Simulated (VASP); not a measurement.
A VASP calculation is set up with these files.

File POSCAR:
```
CaF2
1
   -2.1926080000     2.1926080000     5.5113550000
    2.1926080000    -2.1926080000     5.5113550000
    2.1926080000     2.1926080000    -5.5113550000
Ca F
2 4
Direct
  0.5000000000   0.5000000000   0.0000000000
  0.2500000000   0.7500000000   0.5000000000
  0.2919000000   0.2919000000   0.0000000000
  0.0419000000   0.5419000000   0.5000000000
  0.4581000000   0.9581000000   0.5000000000
  0.7081000000   0.7081000000   0.0000000000
```

### INCAR
```
PREC = Accurate
SIGMA = 0.1   # width (eV)
SYSTEM = CaF2
ALGO = Normal
ISIF = 2   # forces and stress, cell fixed
NELM = 100
LASPH = .TRUE.
LCHARG = .FALSE.
LREAL = .FALSE.   # projection in real space or not
EDIFF = 1E-6
ENCUT = 400   # plane-wave cut-off (eV)
LWAVE = .FALSE.
ISMEAR = 0
```

File KPOINTS:
```
Automatic mesh
0
Gamma
 5 5 5
0 0 0
```

POTCAR, in this order: Ca_sv F (LDA.64 set). Program: vasp_std.

Question: Write an equivalent input for Quantum ESPRESSO's pw.x.

Answer: One equivalent input (not run):
```
&CONTROL
  calculation = 'scf'
  pseudo_dir = './pseudo'
  outdir = './out'
  tprnfor = .true.
  tstress = .true.
/
&SYSTEM
  ibrav = 0
  nat = 6
  ntyp = 2
  ecutwfc = 84
  occupations = 'smearing'
  smearing = 'gaussian'
  degauss = 0.00735
  input_dft = 'pz'
/
&ELECTRONS
  conv_thr = 7.3e-08
  electron_maxstep = 100
/
ATOMIC_SPECIES
  Ca 40.078 Ca.upf
  F 18.998 F.upf
CELL_PARAMETERS angstrom
    -2.1926080    2.1926080    5.5113550
     2.1926080   -2.1926080    5.5113550
     2.1926080    2.1926080   -5.5113550
ATOMIC_POSITIONS crystal
  Ca   0.5000000  0.5000000  0.0000000
  Ca   0.2500000  0.7500000  0.5000000
  F    0.2919000  0.2919000  0.0000000
  F    0.0419000  0.5419000  0.5000000
  F    0.4581000  0.9581000  0.5000000
  F    0.7081000  0.7081000  0.0000000
K_POINTS automatic
  5 5 5 0 0 0
```
The two are equivalent in intent, not identical: the potentials are each code's own (VASP's PAW set, PseudoDojo norm-conserving files in pw.x), so ENCUT and ecutwfc are chosen apart and not converted; conv_thr bounds pw.x's estimated SCF error, while EDIFF bounds the energy change between steps.

The structure was generated: CaF2 was put into an ordered model structure, which need not be its known phase. The cell was not relaxed at this level. The run is one of a series of settings (GGA removed, POTCAR Ca_sv F (LDA.64 set) against the base run), some of them coarse on purpose.
